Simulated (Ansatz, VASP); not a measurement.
# Cross-check of AlN between VASP and Ansatz, part 3 of 3

One calculation is typed for both programs; each brings its own data sets. How far apart do they land? The cell is taken from a series of runs on this material, whose earlier steps may have relaxed, scaled, displaced or heated it; both programs get it as it stands.

VASP 6.6.1 and Ansatz 0.2.0.

So far: Ansatz: zone-centre phonons, LDA, pair 1; Side by side; VASP: zone-centre phonons, LDA, pair 2; Ansatz: zone-centre phonons, LDA, pair 2; Differences; Ansatz: zone-centre phonons, LDA, pair 3.

### Step 9. VASP: zone-centre phonons, LDA, pair 3

Level of this step: LDA; plane waves and PAW (N, Al) (VASP).

The same cell, functional (in two slightly different forms) and mesh now go to VASP, with its own data sets.

Contents of INCAR:

```
SYSTEM = AlN
PREC = Accurate
ENCUT = 600
EDIFF = 1E-08
NELM = 120
ISMEAR = 0
SIGMA = 0.01
LREAL = .FALSE.
ALGO = Normal
GGA = PW92
NBANDS = 10
LORBIT = 11
LWAVE = .FALSE.
LCHARG = .FALSE.
ISIF = 2
IBRION = 8
LEPSILON = .TRUE.
LASPH = .TRUE.
GGA_COMPAT = .FALSE.
EFERMI = MIDGAP
KPAR = 2
```

Contents of POSCAR:

```
AlN
1.0
    0.0000000000      2.1267251401      2.1267251401
    2.1267251401      0.0000000000      2.1267251401
    2.1267251401      2.1267251401      0.0000000000
N Al
1 1
Direct
    0.2500000000      0.2500000000      0.2500000000
    0.0000000000      0.0000000000      0.0000000000
```

Contents of KPOINTS:

```
Automatic mesh
0
Gamma
12 12 12
0 0 0
```

The projector-augmented-wave data sets are N and Al (LDA family, release 64).

On the command line:

```sh
mpirun -np 2 vasp_std
```

Numbers of over 12 decimals in the logs are rounded to 6 here.

Output:

```text
[... set-up lines as in an earlier step ...]
 entering main loop
       N       E                     dE             d eps       ncg     rms          rms(c)
DAV:   1     0.117600550061E+02    0.11760E+02   -0.45113E+03  1464   0.769E+02
DAV:   2    -0.182173577996E+02   -0.29977E+02   -0.28811E+02  1762   0.141E+02
DAV:   3    -0.190518362658E+02   -0.83448E+00   -0.83318E+00  1708   0.227E+01
DAV:   4    -0.190552596243E+02   -0.34234E-02   -0.34232E-02  1606   0.175E+00
[...]
DAV:  11    -0.163276857676E+02    0.74503E-06   -0.12195E-06  1592   0.713E-03    0.535E-03
DAV:  12    -0.163276857818E+02   -0.14243E-07   -0.43292E-08  1610   0.177E-03    0.115E-03
DAV:  13    -0.163276857787E+02    0.31738E-08   -0.12959E-08   856   0.783E-04
   1 F= -.16327686E+02 E0= -.16327686E+02  d E =0.000000E+00
 Linear response reoptimize wavefunctions to high precision
DAV:   1    -0.163276857787E+02   -0.10573E-10   -0.26004E-10   938   0.180E-04
 Linear response G [H, r] |phi>, progress :
  Direction:   1
       N       E                     dE             d eps       ncg     rms
[...]
force on displaced ion       1 direction 1 : -18.146  -0.000  -0.000
 Born effective charge ion    1 direction 1 :  -2.522   0.000   0.000
 Linear response progress:
  Degree of freedom:   2/  2
       N       E                     dE             d eps       ncg     rms          rms(c)
RMM:   1    -0.628807299257E-02   -0.62881E-02   -0.47479E-03 12961   0.692E-01
RMM:   2    -0.572580610699E-02    0.56227E-03   -0.20338E-04  8632   0.113E-01    0.970E-02
RMM:   3    -0.561907646378E-02    0.10673E-03   -0.51174E-05  8978   0.546E-02    0.521E-02
RMM:   4    -0.564598322840E-02   -0.26907E-04   -0.40295E-05  8905   0.513E-02    0.802E-03
RMM:   5    -0.565095528777E-02   -0.49721E-05   -0.15470E-06  9099   0.729E-03    0.745E-04
RMM:   6    -0.565023143776E-02    0.72385E-06    0.65178E-08  9177   0.593E-04    0.324E-04
RMM:   7    -0.564938708397E-02    0.84435E-06    0.90305E-08  9214   0.384E-04    0.273E-05
RMM:   8    -0.564941137559E-02   -0.24292E-07   -0.20041E-08  9392   0.351E-05    0.106E-05
RMM:   9    -0.564940190530E-02    0.94703E-08   -0.14612E-08  9691   0.976E-06    0.649E-07
 first order change of Fermi-energy   0.48083E-04
 force on displaced ion       2 direction 1 : -18.146  -0.000  -0.000
 Born effective charge ion    2 direction 1 :   2.522   0.000   0.000
 Born effective charges drift removed
 Linear response finished
```

OUTCAR, selected parts (step 9):

```text
  Total        1.8316642      1.8316642      1.8316642      0.0000000      0.0000000      0.0000000
  in kB      152.5430263    152.5430263    152.5430263      0.0000000      0.0000000      0.0000000
  external PRESSURE =     152.5430263 kB  Pullay stress =       0.0000000 kB

 POSITION                                       TOTAL-FORCE (eV/Angst)
 -----------------------------------------------------------------------------------
      1.06336      1.06336      1.06336        -0.000000      0.000000      0.000000
      0.00000      0.00000      0.00000         0.000000     -0.000000      0.000000
 -----------------------------------------------------------------------------------
    total drift:                               -0.000000     -0.000000     -0.000000

 MACROSCOPIC STATIC DIELECTRIC TENSOR (including local field effects in DFT)
 ------------------------------------------------------
           4.443838    -0.000000     0.000000
           0.000000     4.443838    -0.000000
           0.000000     0.000000     4.443838
 ------------------------------------------------------

 MACROSCOPIC STATIC DIELECTRIC TENSOR IONIC CONTRIBUTION
 ------------------------------------------------------
           3.296984    -0.000000    -0.000000
          -0.000000     3.296984    -0.000000
          -0.000000    -0.000000     3.296984
 ------------------------------------------------------

[... 1 part as in an earlier step ...]

[... 1 further part left out ...]
```

### Step 10. Differences

The two programs side by side:

```csv
quantity,Ansatz,VASP,difference
ε∞ xx,4.45,4.44,+0.09 %
ε∞ yy,4.45,4.44,+0.09 %
ε∞ zz,4.45,4.44,+0.09 %
Born charge of N1 (mean of the diagonal) (e),-2.54,-2.52,-0.01
Born charge of Al2 (mean of the diagonal) (e),2.54,2.52,+0.01
optical mode 1 to 3 (cm⁻¹),725.7,731.7,-0.82 %
```

Modes are paired by rising frequency, not by their patterns, so a pair may set unlike modes beside each other; they are those without the splitting of longitudinal modes.

### Step 11. Outcome

| Quantity | Value |
| --- | --- |
| r.m.s. difference of the optical zone-centre modes, each program's sorted by frequency (zone-centre phonons, LDA, pair 1) | 6.8 cm⁻¹ |
| difference in optical mode 1 to 3 (zone-centre phonons, LDA, pair 1) | -0.9 % |
| r.m.s. difference of the optical zone-centre modes, each program's sorted by frequency (zone-centre phonons, LDA, pair 2) | 6.4 cm⁻¹ |
| difference in optical mode 1 to 3 (zone-centre phonons, LDA, pair 2) | -0.8 % |
| r.m.s. difference of the optical zone-centre modes, each program's sorted by frequency (zone-centre phonons, LDA, pair 3) | 6.0 cm⁻¹ |
| difference in optical mode 1 to 3 (zone-centre phonons, LDA, pair 3) | -0.8 % |

The r.m.s. difference of the optical zone-centre modes, each program's sorted by frequency is 6.8 cm⁻¹ (zone-centre phonons, LDA, pair 1). Among the rows given in per cent, the largest difference of the zone-centre phonons, LDA, pair 1 pair is in optical mode 1 to 3, -0.9 %. Among the rows given in per cent, the largest difference of the zone-centre phonons, LDA, pair 2 pair is in optical mode 1 to 3, -0.8 %. Among the rows given in per cent, the largest difference of the zone-centre phonons, LDA, pair 3 pair is in optical mode 1 to 3, -0.8 %. 3 further runs of this series are not shown here. Such differences can come from data sets, numerical settings and the points named under the comparisons, not from the functional's error against experiment.

[Lines on the potential files, build, host, timing and source positions are cut from VASP's logs without a mark.]

[Logs are printed without paths, hosts, clocks, repeated set-up lines and the standing remarks that a program may print on its own settings, such as how far it seeks lower states.]

[Hosts, paths, dates, database ids (printed as entryN), source tags and the programs' standing remarks are cut or masked in the printed files.]
